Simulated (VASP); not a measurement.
# CrCoOs2: magnetic anisotropy

Aim: the energy of CrCoOs2 with the moments along several directions. The cell is invented: it takes the structure of COD entry 1525473, CrCoPt2 (space group 123 there), with some of its atoms replaced by other elements, volume scaled by an estimate. It may not be a known or stable phase.

Main program and level: VASP 6.6.1; PBE, DFT+U (Co d 6 eV, Cr d 5 eV), spin-polarised from a ferromagnetic start; plane waves and PAW (Os, Co, Cr), in the first sound run; inputs show where later runs differ.

Most raw output is cut from this account.

## 1. The starting structure

The structure is tetragonal, space group P4/mmm (No. 123). The conventional cell has a = 3.804 Å, b = 3.804 Å, c = 3.731 Å, α = 90.00°, β = 90.00°, γ = 90.00°. Nearest to Os lie 4 Cr at 2.66 Å and 4 Co at 2.66 Å and 4 Os at 2.69 Å. Nearest to Co lie 8 Os at 2.66 Å and 4 Cr at 2.69 Å. Nearest to Cr lie 8 Os at 2.66 Å and 4 Co at 2.69 Å. It derives from CrCoPt2. It takes the structure of COD entry 1525473, CrCoPt2 (space group 123 there), with some of its atoms replaced by other elements, volume scaled by an estimate. Farther neighbours are not listed.

## 2. Relax from a ferromagnetic start

All later runs share one geometry, relaxed here from a start with parallel moments; where they turned over, the text says so.

The input, INCAR:

```
SYSTEM = CrCoOs2
PREC = Accurate
ENCUT = 350
EDIFF = 1E-05
NELM = 120
ISMEAR = 0
SIGMA = 0.05
LREAL = .FALSE.
ALGO = Normal
GGA = PE
NBANDS = 23
ISPIN = 2
MAGMOM = 0 0 2 3
LDAU = .TRUE.
LDAUTYPE = 2
LDAUL = -1 2 2
LDAUU = 0 6 5
LDAUJ = 0 0 0
LDAUPRINT = 1
LASPH = .TRUE.
LMAXMIX = 4
LORBIT = 11
LWAVE = .FALSE.
LCHARG = .FALSE.
KPAR = 4
IBRION = 2
NSW = 40
ISIF = 3
EDIFFG = -0.03
POTIM = 0.4
```

The input, POSCAR:

```
CrCoOs2
1.0
    3.8037830000      0.0000000000      0.0000000000
    0.0000000000      3.8037830000      0.0000000000
    0.0000000000      0.0000000000      3.7310740000
Os Co Cr
2 1 1
Direct
    0.0000000000      0.5000000000      0.5000000000
    0.5000000000      0.0000000000      0.5000000000
    0.5000000000      0.5000000000      0.0000000000
    0.0000000000      0.0000000000      0.0000000000
```

The input, KPOINTS:

```
Automatic mesh
0
Gamma
6 6 6
0 0 0
```

PAW data sets: Os, Co and Cr (PBE family, release 64).

Run with:

```console
mpirun -np 4 vasp_std
```

It took 2.5 min on 4 MPI ranks of AMD EPYC 7R43, shared host; peak memory 0.59 GiB.

The magnetic state follows from one typed start and may not be the lowest. The k-mesh is coarse for a metal. A U on the itinerant d states of such a compound is hard to justify; it moves the bands at the Fermi level and favours large moments. The data set Cr keeps the semicore shell frozen, which is cheaper and a little less accurate. The run keeps the 16 symmetry operations of its start, so it cannot find a distortion of lower symmetry.

The steps of the relaxation:

```csv
step,energy less that of the first step (eV),largest force (eV/Å),pressure (GPa),volume (Å³)
1,0.0000,0.0000,12.52,53.98
2,0.0229,0.0000,-11.82,60.84
3,-0.1180,0.0000,-0.71,57.09
4,-0.1425,0.0000,-0.46,57.13
5,-0.1620,0.0000,0.56,57.17
6,-0.1621,0.0000,0.34,57.17
7,-0.1621,0.0000,0.51,57.17
8,-0.1615,0.0000,-0.75,57.55
9,-0.1622,0.0000,0.07,57.28
```

```csv
"conventional cell, symmetrised",before,after,change
a (Å),3.804,3.794,-0.3 %
b (Å),3.804,3.794,-0.3 %
c (Å),3.731,3.979,+6.7 %
volume (Å³/atom),13.50,14.32,+6.1 %
```

The relaxed structure:

```cif
data_structure
_symmetry_space_group_name_H-M 'P 1'
_symmetry_Int_Tables_number 1
_cell_length_a 3.7941
_cell_length_b 3.7941
_cell_length_c 3.9793
_cell_angle_alpha 90.000
_cell_angle_beta 90.000
_cell_angle_gamma 90.000
_cell_volume 57.28
loop_
_atom_site_label
_atom_site_type_symbol
_atom_site_fract_x
_atom_site_fract_y
_atom_site_fract_z
_atom_site_occupancy
Os1 Os 0.00000 0.50000 0.50000 1
Os2 Os 0.50000 0.00000 0.50000 1
Co3 Co 0.50000 0.50000 0.00000 1
Cr4 Cr 0.00000 0.00000 0.00000 1
```

Numbers from this step:

| Property | Result |
| --- | --- |
| electronic cycles | 86 |
| electrons | 31 |
| free energy (TOTEN) | -30.28 eV |
| energy at zero smearing | -30.28 eV |
| Fermi energy | 7.686 eV |
| moment of the cell, from the last line of the log | 4.636 μB |
| labelled metallic, from the levels on this mesh | yes |

Spin moment in the PAW sphere by atom:

```csv
atom,spin moment in the PAW sphere (μB)
Os1,-0.71
Os2,-0.71
Co3,2.07
Cr4,3.89
```

The run ended after 9 ionic steps, 0.162 eV below its first step, once forces and stress met EDIFFG = -0.03.

## 3. Collinear ground state

The anisotropy comes from spin-orbit coupling, which is added later on top of this collinear state; its density is saved here.

INCAR, as its differences from that of step 2:

```diff
@@ -3,4 +3,4 @@
 ENCUT = 350
-EDIFF = 1E-05
-NELM = 120
+EDIFF = 1E-07
+NELM = 150
 ISMEAR = 0
@@ -23,8 +23,7 @@
 LWAVE = .FALSE.
-LCHARG = .FALSE.
+LCHARG = .TRUE.
 KPAR = 4
-IBRION = 2
-NSW = 40
-ISIF = 3
-EDIFFG = -0.03
-POTIM = 0.4
+AMIX = 0.2
+BMIX = 1E-04
+AMIX_MAG = 0.8
+BMIX_MAG = 1E-04
```

The input, POSCAR:

```
CrCoOs2
1.0
    3.7940938200      0.0000000000      0.0000000000
    0.0000000000      3.7940938200      0.0000000000
    0.0000000000      0.0000000000      3.9792518847
Os Co Cr
2 1 1
Direct
    0.0000000000      0.5000000000      0.5000000000
    0.5000000000      0.0000000000      0.5000000000
    0.5000000000      0.5000000000      0.0000000000
    0.0000000000      0.0000000000      0.0000000000
```

The input, KPOINTS:

```
Automatic mesh
0
Gamma
6 6 5
0 0 0
```

Run with:

```console
mpirun -np 4 vasp_std
```

Run time: 31 s. Hardware: 4 MPI ranks; peak memory 0.55 GiB.

Numbers from this step:

* electronic cycles: 24
* free energy (TOTEN): -30.32 eV
* energy at zero smearing: -30.32 eV
* moment of the cell, from the last line of the log: 4.645 μB

Spin density in the ac plane at fractional y = 0.000, with atoms of Os and Cr within 0.2 Å of it.

Values in e/Å³, 14 rows by 14 columns, each cell a mean:
```
 2.7  2.0  1.0  0.3  0.1  0.0  0.0  0.0  0.0  0.0  0.1  0.5  1.3  2.2
 1.6  1.1  0.5  0.2  0.1  0.0  0.0  0.0  0.0  0.0  0.1  0.3  0.7  1.3
 0.5  0.4  0.2  0.1  0.0  0.0  0.0  0.0  0.0  0.0  0.0  0.1  0.2  0.4
 0.1  0.1  0.1  0.0  0.0 -0.1 -0.1 -0.1 -0.1 -0.1  0.0  0.0  0.1  0.1
 0.0  0.0  0.0  0.0 -0.1 -0.2 -0.1 -0.1 -0.2 -0.2 -0.1  0.0  0.0  0.0
 0.0  0.0  0.0 -0.1 -0.2 -0.2 -0.2 -0.2 -0.2 -0.2 -0.1  0.0  0.0  0.0
 0.0  0.0  0.0 -0.1 -0.1 -0.2 -0.2 -0.3 -0.2 -0.2 -0.1  0.0  0.0  0.0
 0.0  0.0  0.0 -0.1 -0.2 -0.2 -0.2 -0.2 -0.2 -0.2 -0.1  0.0  0.0  0.0
 0.0  0.0  0.0  0.0 -0.1 -0.2 -0.2 -0.1 -0.2 -0.2 -0.1  0.0  0.0  0.0
 0.1  0.1  0.0  0.0  0.0 -0.1 -0.1 -0.1 -0.1 -0.1  0.0  0.0  0.1  0.1
 0.4  0.3  0.1  0.1  0.0  0.0  0.0  0.0  0.0  0.0  0.0  0.1  0.2  0.3
 1.2  0.8  0.4  0.1  0.1  0.0  0.0  0.0  0.0  0.0  0.1  0.2  0.5  0.9
 2.4  1.8  0.9  0.3  0.1  0.0  0.0  0.0  0.0  0.0  0.1  0.4  1.1  2.0
 3.2  2.5  1.3  0.4  0.1  0.0  0.0  0.0  0.0  0.1  0.1  0.6  1.6  2.7
```
Columns run along a (3.8 Å), rows up along c (4.0 Å). Atoms in or near the plane, at fractional coordinates: Os at (0.50, 0.50), Cr at (0.00, 0.00).

Valence density in the ac plane at fractional y = 0.000, with atoms of Os and Cr within 0.2 Å of it. It is the smooth field of the valence electrons, not physical close to the nuclei.

Ten even steps from '0' (0.2 e/Å³) to '9' (3.5 e/Å³), each cell a mean:
```
86300000000136
43100000000013
11000000000001
00000111110000
00001233221000
00001344321000
00012345431000
00002344321000
00001233321000
00000122110000
00000000000000
32100000000012
75200000000136
97310000000148
```
Columns run along a (3.8 Å), rows up along c (4.0 Å). Atoms in or near the plane, at fractional coordinates: Os at (0.50, 0.50), Cr at (0.00, 0.00).

## 4. Spin-orbit coupling, axis 0×0×1

This step: PBE, DFT+U (Co d 6 eV, Cr d 5 eV), spin-orbit coupling, spin-polarised from a ferromagnetic start; plane waves and PAW (Os, Co, Cr); invented cell (VASP 6.6.1).

SAXIS turns the moments; symmetry is off, so that every direction uses the same k-points.

The input, INCAR:

```
SYSTEM = CrCoOs2
PREC = Accurate
ENCUT = 350
EDIFF = 1E-08
NELM = 150
ISMEAR = 0
SIGMA = 0.05
LREAL = .FALSE.
ALGO = Normal
GGA = PE
LNONCOLLINEAR = .TRUE.
MAGMOM = 0 0 -0.695 0 0 -0.695 0 0 2.057 0 0 3.881
NBANDS = 46
GGA_COMPAT = .FALSE.
LASPH = .TRUE.
LSORBIT = .TRUE.
LORBMOM = .TRUE.
ISYM = -1
LDAU = .TRUE.
LDAUTYPE = 2
LDAUL = -1 2 2
LDAUU = 0 6 5
LDAUJ = 0 0 0
LDAUPRINT = 1
LMAXMIX = 4
LORBIT = 11
LWAVE = .FALSE.
LCHARG = .FALSE.
KPAR = 4
AMIX = 0.2
BMIX = 1E-04
AMIX_MAG = 0.8
BMIX_MAG = 1E-04
SAXIS = 0 0 1
ICHARG = 11
ISIF = 0
```

POSCAR is that of step 3.

KPOINTS is that of step 3.

The run starts from files that an earlier step left in the folder.

Run with:

```console
mpirun -np 4 vasp_ncl
```

It took 1.8 min on 4 MPI ranks; peak memory 1.8 GiB; 7 min of CPU time.

A U on the itinerant d states of such a compound is hard to justify; it moves the bands at the Fermi level.

Numbers from this step:

* electronic cycles: 10
* free energy (TOTEN): -31.06 eV
* energy at zero smearing: -31.06 eV
* Fermi energy: 7.673 eV
* moment of the cell, from the last line of the log: 0, 0, 4.645 μB

Orbital moment by atom:

```csv
atom,x (μB),y (μB),z (μB),size
Os1,0.0000,0.0000,-0.0800,0.0800
Os2,0.0000,0.0000,-0.0800,0.0800
Co3,0.0000,0.0000,0.0460,0.0460
Cr4,0.0000,0.0000,0.0100,0.0100
```

On-site spin-orbit energy by atom:

```
atom  on-site spin-orbit energy (eV)
 Os1                          -0.736
 Os2                          -0.736
 Co3                          -0.008
 Cr4                          -0.005
```

Spin moments are printed in the frame of SAXIS, so no table in Cartesian axes is made from them.

Energy at zero smearing: -31.05630 eV.

## 5. Spin-orbit coupling, axis 1×0×0

INCAR, as its differences from that of step 4:

```diff
@@ -33,3 +33,3 @@
 BMIX_MAG = 1E-04
-SAXIS = 0 0 1
+SAXIS = 1 0 0
 ICHARG = 11
```

POSCAR is that of step 4.

KPOINTS is that of step 4.

The WAVECAR or CHGCAR of an earlier step is read.

Run with:

```console
mpirun -np 4 vasp_ncl
```

Run time: 1.7 min. Hardware: 4 MPI ranks; peak memory 1.8 GiB; 6.8 min of CPU time.

Numbers from this step:

* free energy (TOTEN): -31.07 eV
* energy at zero smearing: -31.07 eV
* Fermi energy: 7.683 eV

Orbital moment by atom:

```
atom   x (μB)  y (μB)  z (μB)    size
 Os1  -0.0620  0.0000  0.0000  0.0620
 Os2  -0.0600  0.0000  0.0000  0.0600
 Co3   0.0590  0.0000  0.0000  0.0590
 Cr4   0.0400  0.0000  0.0000  0.0400
```

On-site spin-orbit energy by atom:

```
atom  on-site spin-orbit energy (eV)
 Os1                          -0.736
 Os2                          -0.746
 Co3                          -0.008
 Cr4                          -0.005
```

Spin moments are printed in the frame of SAXIS, so no table in Cartesian axes is made from them.

Energy at zero smearing: -31.06719 eV.

## 6. Spin-orbit coupling, axis 1×1×0

INCAR, as its differences from that of step 5:

```diff
@@ -33,3 +33,3 @@
 BMIX_MAG = 1E-04
-SAXIS = 1 0 0
+SAXIS = 1 1 0
 ICHARG = 11
```

POSCAR is that of step 5.

KPOINTS is that of step 5.

The run starts from files that an earlier step left in the folder.

Run with:

```console
mpirun -np 4 vasp_ncl
```

The job ended after 1.7 min (4 MPI ranks; peak memory 1.8 GiB; 6.8 min of CPU time).

Spin moments are printed in the frame of SAXIS, so no table in Cartesian axes is made from them.

Energy at zero smearing: -31.06725 eV.

## 7. Summary

This step: magnetic anisotropy, PBE with spin-orbit coupling, DFT+U (Co d 6 eV, Cr d 5 eV); plane waves and PAW; invented cell (VASP 6.6.1).

This step runs nothing: it gathers the runs above.

Numbers from this step:

| Item | Value |
| --- | --- |
| anisotropy energy | 5.474 meV/magnetic atom |
| anisotropy density | 30.62 MJ/m³ |

Anisotropy, by row:

```
axis (Cartesian)  energy above the easiest (meV/magnetic atom)  orbital moment of the cell (μB)  sum of on-site spin-orbit energies (eV)
           0 0 1                                         5.474                            0.104                                   -1.485
           1 0 0                                         0.026                            0.023                                   -1.495
           1 1 0                                             0                           0.0297                                   -1.496
```

## 8. Results

| Quantity | Value |
| --- | --- |
| anisotropy energy | 5.47 meV/magnetic atom |
| anisotropy density | 30.6 MJ/m³ |

What this shows: The directions run span 5.474 meV a magnetic atom. The easiest of the directions run is (1 1 0), but (1 0 0) lies only 0.026 meV above it, which is not resolved. In a metal this k mesh leaves noise of 0.1 meV or more, so only larger differences count. Spin moments are printed in the frame of SAXIS, whose z axis is the direction run. The density was held from the collinear run (force theorem), which is less safe where spin-orbit coupling is strong. U on a cell of metallic elements alone is a test of sensitivity more than a model of the material.

[Lines on the potential files, build, host, timing and source positions are cut from VASP's logs without a mark.]

[Logs are printed without paths, hosts, clocks, repeated set-up lines and the standing remarks that a program may print on its own settings, such as how far it seeks lower states.]

[Hosts, paths, dates, database ids (printed as entryN), source tags and the programs' standing remarks are cut or masked in the printed files.]

[Runs that stopped without an error message from VASP are left out.]

[In band tables of VASP the shares of atoms and orbitals are scaled to a sum of 1 inside the atoms' spheres.]
